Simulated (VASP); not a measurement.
Output of a VASP run:

File OSZICAR:
```
       N       E                     dE             d eps       ncg     rms          rms(c)
DAV:   1     0.251892711755E+03    0.25189E+03   -0.17891E+04   940   0.150E+03
DAV:   2     0.577663614692E+00   -0.25132E+03   -0.24625E+03  1044   0.362E+02
DAV:   3    -0.132014860689E+02   -0.13779E+02   -0.13731E+02  1110   0.847E+01
DAV:   4    -0.133575312356E+02   -0.15605E+00   -0.15599E+00  1056   0.903E+00
DAV:   5    -0.133602959604E+02   -0.27647E-02   -0.27647E-02  1134   0.116E+00    0.115E+01
DAV:   6    -0.122920889512E+02    0.10682E+01   -0.25758E+00  1204   0.167E+01    0.901E+00
DAV:   7    -0.122764001825E+02    0.15689E-01   -0.87508E-01  1050   0.545E+00    0.398E+00
DAV:   8    -0.122720344947E+02    0.43657E-02   -0.13056E-01  1074   0.387E+00    0.575E-01
DAV:   9    -0.122701504350E+02    0.18841E-02   -0.24125E-02  1148   0.205E+00    0.182E-01
DAV:  10    -0.122702531959E+02   -0.10276E-03   -0.18328E-03  1086   0.484E-01    0.113E-01
DAV:  11    -0.122703405648E+02   -0.87369E-04   -0.22783E-04  1100   0.112E-01    0.112E-01
DAV:  12    -0.122704024593E+02   -0.61895E-04   -0.20944E-04  1014   0.823E-02    0.321E-02
DAV:  13    -0.122704082976E+02   -0.58383E-05   -0.27824E-05  1068   0.351E-02    0.132E-02
DAV:  14    -0.122704084784E+02   -0.18075E-06   -0.30856E-06  1068   0.124E-02    0.970E-03
DAV:  15    -0.122704078926E+02    0.58576E-06   -0.17739E-06  1106   0.803E-03    0.137E-03
DAV:  16    -0.122704078714E+02    0.21183E-07   -0.14220E-07   750   0.263E-03
   1 F= -.13504614E+02 E0= -.13504614E+02  d E =-.135046E+02
```

OUTCAR:
```
------------------------ aborting loop because EDIFF is reached ----------------------------------------
  Edisp (eV):   -1.23421
  FORCE on cell =-STRESS in cart. coord.  units (eV):
  Direction    XX          YY          ZZ          XY          YZ          ZX
  --------------------------------------------------------------------------------------
  Total       0.05906     0.05906     0.07810     0.00000     0.00000     0.00000
  in kB       0.93924     0.93924     1.24219     0.00000     0.00000     0.00000
  external pressure =        1.04 kB  Pullay stress =        0.00 kB
  volume of cell :      100.74
      direct lattice vectors                 reciprocal lattice vectors
     2.075761503 -3.595324215  0.000000000     0.240875457 -0.139069516  0.000000000
     2.075761503  3.595324215  0.000000000     0.240875457  0.139069516  0.000000000
     0.000000000  0.000000000  6.749182086     0.000000000  0.000000000  0.148166102
  FREE ENERGIE OF THE ION-ELECTRON SYSTEM (eV)
  ---------------------------------------------------
  free  energy   TOTEN  =       -13.5046143097 eV

  energy  without entropy=      -13.5046143097  energy(sigma->0) =      -13.50461431

 reached required accuracy - stopping structural energy minimisation
```
(Selected blocks of OUTCAR.)

File POSCAR:
```
CdS
1
    2.0757615034    -3.5953242152     0.0000000000
    2.0757615034     3.5953242152     0.0000000000
    0.0000000000     0.0000000000     6.7491820862
Cd S
2 2
Direct
  0.6666670000   0.3333330000   0.5000696985
  0.3333330000   0.6666670000   0.0000696985
  0.6666670000   0.3333330000   0.8769303015
  0.3333330000   0.6666670000   0.3769303015
```

Q: Reconstruct the remaining input files.

A: One answer among several that fit: the input of the run itself, PBE GGA with D4 dispersion, plane waves, VASP's PBE PAW potentials (set 64).

**KPOINTS**
```
kpoints
0
G
 6 6 4
```

**INCAR**
```
! general
SYSTEM   =  CdS
PREC     =  Accurate
ENCUT    =  520
LREAL    =  .False.
LASPH    =  .True.

! electronic loop
EDIFF    =  1E-7
NELM     =  100
ALGO     =  Normal
LMAXMIX  =  4

! smearing
ISMEAR   =  0
SIGMA    =  0.05

! functional
GGA      =  PE
IVDW     =  13

! ions
IBRION   =  2
NSW      =  30
ISIF     =  4
EDIFFG   =  -0.01

! output
LWAVE    =  .False.
LCHARG   =  .False.
```

POTCAR, in this order: Cd S (PBE.64 set). Program: vasp_std.

The compound is CdS in the wurtzite structure. It was relaxed first.
